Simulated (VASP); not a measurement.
# Lattice vibrations of SnSe2, part 4 of 5

Wanted: whether SnSe2 is dynamically stable, and its vibrational spectrum. The start is a cell from a database of measured crystal structures.

VASP 6.6.1; PBEsol; plane waves and PAW (Sn_d, Se).

So far. Step 2 (Relax the host): The run ended after 6 ionic steps, 0.034 eV below its first step, once forces and stress met EDIFFG = -0.02. Step 3 (Tight relaxation): The run ended after 13 ionic steps, 0.003 eV below its first step, once forces and stress met EDIFFG = -0.002.

### Step 5. Force constants in the supercell

System of this step: SnSe2. The cell holds 54 atoms: 18 Sn and 36 Se. Cell: a = 11.455 Å, b = 11.455 Å, c = 12.232 Å, α = 90.0°, β = 90.0°, γ = 120.0°. It derives from SnSe2.

Each independent atom is moved by 0.015 Å both ways; the forces give the force constants out to half the supercell.

The input, INCAR:

```
SYSTEM = SnSe2
PREC = Accurate
ENCUT = 350
EDIFF = 1E-07
NELM = 120
ISMEAR = 0
SIGMA = 0.05
LREAL = Auto
ALGO = Fast
GGA = PS
NBANDS = 272
LWAVE = .FALSE.
LCHARG = .FALSE.
KPAR = 4
IBRION = 6
NSW = 1
NFREE = 2
POTIM = 0.015
ISIF = 0
ADDGRID = .TRUE.
```

The input, POSCAR:

```
SnSe2
1.0
   11.4547084203      0.0000000000      0.0000000000
   -5.7273542100      9.9200684850      0.0000000000
    0.0000000000      0.0000000000     12.2316282976
Sn Se
18 36
Direct
    0.0000000000      0.0000000000      0.0000000000
    0.0000000000      0.0000000000      0.5000000000
    0.0000000000      0.3333333333      0.0000000000
    0.0000000000      0.3333333333      0.5000000000
    0.0000000000      0.6666666667      0.0000000000
    0.0000000000      0.6666666667      0.5000000000
    0.3333333333      0.0000000000      0.0000000000
    0.3333333333      0.0000000000      0.5000000000
    0.3333333333      0.3333333333      0.0000000000
    0.3333333333      0.3333333333      0.5000000000
    0.3333333333      0.6666666667      0.0000000000
    0.3333333333      0.6666666667      0.5000000000
    0.6666666667      0.0000000000      0.0000000000
    0.6666666667      0.0000000000      0.5000000000
    0.6666666667      0.3333333333      0.0000000000
    0.6666666667      0.3333333333      0.5000000000
    0.6666666667      0.6666666667      0.0000000000
    0.6666666667      0.6666666667      0.5000000000
    0.2222222222      0.1111111111      0.3702031024
    0.2222222222      0.1111111111      0.8702031024
    0.2222222222      0.4444444444      0.3702031024
    0.2222222222      0.4444444444      0.8702031024
    0.2222222222      0.7777777778      0.3702031024
    0.2222222222      0.7777777778      0.8702031024
    0.5555555556      0.1111111111      0.3702031024
    0.5555555556      0.1111111111      0.8702031024
    0.5555555556      0.4444444444      0.3702031024
    0.5555555556      0.4444444444      0.8702031024
    0.5555555556      0.7777777778      0.3702031024
    0.5555555556      0.7777777778      0.8702031024
    0.8888888889      0.1111111111      0.3702031024
    0.8888888889      0.1111111111      0.8702031024
    0.8888888889      0.4444444444      0.3702031024
    0.8888888889      0.4444444444      0.8702031024
    0.8888888889      0.7777777778      0.3702031024
    0.8888888889      0.7777777778      0.8702031024
    0.1111111111      0.2222222222      0.1297968976
    0.1111111111      0.2222222222      0.6297968976
    0.1111111111      0.5555555556      0.1297968976
    0.1111111111      0.5555555556      0.6297968976
    0.1111111111      0.8888888889      0.1297968976
    0.1111111111      0.8888888889      0.6297968976
    0.4444444444      0.2222222222      0.1297968976
    0.4444444444      0.2222222222      0.6297968976
    0.4444444444      0.5555555556      0.1297968976
    0.4444444444      0.5555555556      0.6297968976
    0.4444444444      0.8888888889      0.1297968976
    0.4444444444      0.8888888889      0.6297968976
    0.7777777778      0.2222222222      0.1297968976
    0.7777777778      0.2222222222      0.6297968976
    0.7777777778      0.5555555556      0.1297968976
    0.7777777778      0.5555555556      0.6297968976
    0.7777777778      0.8888888889      0.1297968976
    0.7777777778      0.8888888889      0.6297968976
```

The input, KPOINTS:

```
Automatic mesh
0
Gamma
2 2 2
0 0 0
```

PAW data sets: Sn_d and Se (PBE family, release 64).

Command:

```bash
$ mpirun -np 4 vasp_std
```

The program printed:

```text
[banner, memory and clock lines left out]
running    4 mpi-ranks, on    1 nodes
 distrk:  each k-point on    1 cores,    4 groups
 distr:  one band on    1 cores,    1 groups

 POSCAR found type information on POSCAR SnSe
 POSCAR found :  2 types and      54 ions
 [... a notice as in an earlier step ...]

 LDA part: xc-table for (Slater+PW92), standard interpolation
 POSCAR, INCAR and KPOINTS ok, starting setup
 FFT: planning ... GRIDC
 FFT: planning ... GRID_SOFT
 FFT: planning ... GRID
 WAVECAR not read
 entering main loop
       N       E                     dE             d eps       ncg     rms          rms(c)
DAV:   1     0.522968003220E+04    0.52297E+04   -0.15297E+05  2176   0.158E+03
DAV:   2     0.836453689232E+03   -0.43932E+04   -0.43013E+04  2224   0.446E+02
DAV:   3    -0.136930419375E+03   -0.97338E+03   -0.92710E+03  2480   0.203E+02
DAV:   4    -0.233423730416E+03   -0.96493E+02   -0.92841E+02  2520   0.631E+01
DAV:   5    -0.238011208853E+03   -0.45875E+01   -0.45374E+01  2648   0.124E+01    0.212E+01
RMM:   6    -0.233806681554E+03    0.42045E+01   -0.77072E+00  2538   0.617E+00    0.126E+01
RMM:   7    -0.233607700261E+03    0.19898E+00   -0.85296E+00  2468   0.411E+00    0.260E+00
RMM:   8    -0.233373376050E+03    0.23432E+00   -0.15731E+00  2534   0.367E+00    0.706E-01
RMM:   9    -0.233389317834E+03   -0.15942E-01   -0.34583E-01  2915   0.128E+00    0.566E-01
RMM:  10    -0.233393889295E+03   -0.45715E-02   -0.61602E-02  3066   0.483E-01    0.617E-01
RMM:  11    -0.233396452550E+03   -0.25633E-02   -0.94359E-03  3293   0.190E-01    0.101E+00
RMM:  12    -0.233391462245E+03    0.49903E-02   -0.24154E-02  2629   0.270E-01    0.153E-01
RMM:  13    -0.233391593877E+03   -0.13163E-03   -0.29302E-03  2854   0.101E-01    0.235E-01
RMM:  14    -0.233391675158E+03   -0.81281E-04   -0.81625E-04  3406   0.470E-02    0.250E-01
RMM:  15    -0.233391742239E+03   -0.67081E-04   -0.15138E-04  2791   0.185E-02    0.257E-01
RMM:  16    -0.233391909553E+03   -0.16731E-03   -0.34900E-04  2441   0.242E-02    0.194E-01
RMM:  17    -0.233391848109E+03    0.61444E-04   -0.56361E-05  2680   0.121E-02    0.166E-01
RMM:  18    -0.233391751068E+03    0.97041E-04   -0.26839E-05  2338   0.949E-03    0.150E-01
RMM:  19    -0.233391721466E+03    0.29603E-04   -0.12351E-05  2679   0.484E-03    0.142E-01
RMM:  20    -0.233391693159E+03    0.28307E-04   -0.54979E-06  2351   0.315E-03    0.134E-01
RMM:  21    -0.233391578914E+03    0.11425E-03   -0.59697E-05  3300   0.831E-03    0.102E-01
RMM:  22    -0.233391520500E+03    0.58414E-04   -0.27673E-05  3258   0.623E-03    0.832E-02
RMM:  23    -0.233391481359E+03    0.39140E-04   -0.16159E-05  3245   0.462E-03    0.691E-02
RMM:  24    -0.233391408428E+03    0.72931E-04   -0.13460E-04  3435   0.128E-02    0.254E-02
RMM:  25    -0.233391398929E+03    0.94997E-05   -0.36267E-05  3274   0.692E-03    0.340E-03
RMM:  26    -0.233391398847E+03    0.81600E-07   -0.22385E-06  2616   0.213E-03    0.117E-03
RMM:  27    -0.233391398910E+03   -0.62682E-07   -0.26769E-07  1590   0.913E-04
   1 F= -.23339140E+03 E0= -.23339140E+03  d E =-.912068E-18
 Found     4 degrees of freedom:
 Finite differences POTIM= 0.01500 DOF=   4
 bond charge predicted
       N       E                     dE             d eps       ncg     rms          rms(c)
DAV:   1    -0.233387514576E+03    0.38843E-02   -0.10989E+00  3816   0.136E+00    0.200E-01
RMM:   2    -0.233389317193E+03   -0.18026E-02   -0.19684E-02  3688   0.250E-01    0.781E-02
RMM:   3    -0.233390334490E+03   -0.10173E-02   -0.10392E-02  4538   0.155E-01    0.700E-02
RMM:   4    -0.233390385191E+03   -0.50702E-04   -0.50128E-04  4604   0.372E-02    0.691E-02
RMM:   5    -0.233390396784E+03   -0.11592E-04   -0.11347E-04  4538   0.158E-02    0.581E-02
RMM:   6    -0.233390398836E+03   -0.20528E-05   -0.55225E-06  3954   0.455E-03    0.320E-02
RMM:   7    -0.233390398771E+03    0.64851E-07   -0.14952E-05  3670   0.622E-03    0.572E-02
RMM:   8    -0.233390398592E+03    0.17923E-06   -0.16609E-06  3544   0.306E-03    0.222E-02
RMM:   9    -0.233390398322E+03    0.27059E-06   -0.13592E-06  3291   0.194E-03    0.524E-03
RMM:  10    -0.233390398415E+03   -0.93009E-07   -0.39916E-07  2999   0.152E-03
   2 F= -.23339040E+03 E0= -.23339040E+03  d E =-.135904E-13
[...]
3 F= -.23339040E+03 E0= -.23339040E+03  d E =-.790412E-11
[...]
4 F= -.23339051E+03 E0= -.23339051E+03  d E =-.952646E-18
[...]
5 F= -.23339051E+03 E0= -.23339051E+03  d E =-.523175E-17
[...]
6 F= -.23339081E+03 E0= -.23339081E+03  d E =-.743780E-17
[...]
7 F= -.23339084E+03 E0= -.23339084E+03  d E =-.180963E-16
[...]
8 F= -.23339066E+03 E0= -.23339066E+03  d E =-.211922E-16
 Finite differences progress:
  Degree of freedom:   4/  4
  Displacement:        1/  2
  Total:               7/  8
 bond charge predicted
       N       E                     dE             d eps       ncg     rms          rms(c)
DAV:   1    -0.233387175289E+03    0.34858E-02   -0.77768E-01  2272   0.865E-01    0.288E-01
RMM:   2    -0.233389952576E+03   -0.27773E-02   -0.33010E-02  2512   0.222E-01    0.618E-02
RMM:   3    -0.233390471695E+03   -0.51912E-03   -0.58767E-03  2622   0.946E-02    0.548E-02
RMM:   4    -0.233390481421E+03   -0.97264E-05   -0.81628E-04  2600   0.428E-02    0.255E-02
RMM:   5    -0.233390486779E+03   -0.53583E-05   -0.17405E-04  2537   0.198E-02    0.748E-03
RMM:   6    -0.233390489762E+03   -0.29824E-05   -0.57069E-05  2752   0.968E-03    0.675E-03
RMM:   7    -0.233390490167E+03   -0.40470E-06   -0.68895E-06  2704   0.324E-03    0.340E-03
RMM:   8    -0.233390489998E+03    0.16813E-06   -0.82846E-07  1911   0.131E-03    0.926E-04
RMM:   9    -0.233390490045E+03   -0.46784E-07   -0.16015E-07  1325   0.698E-04
   9 F= -.23339049E+03 E0= -.23339049E+03  d E =-.966127E-17
 Finite differences progress:
  Degree of freedom:   4/  4
  Displacement:        2/  2
  Total:               8/  8
```

Elapsed: 42 min, on 4 MPI ranks of Intel Xeon 6975P-C (Granite Rapids), shared host; peak memory 9.5 GiB; 2.8 h of CPU time.

[end of part 4 of 5]

[Lines on the potential files, build, host, timing and source positions are cut from VASP's logs without a mark.]

[Logs are printed without paths, hosts, clocks, repeated set-up lines and the standing remarks that a program may print on its own settings, such as how far it seeks lower states.]

[Hosts, paths, dates, database ids (printed as entryN), source tags and the programs' standing remarks are cut or masked in the printed files.]

[Runs that stopped without an error message from VASP are left out.]
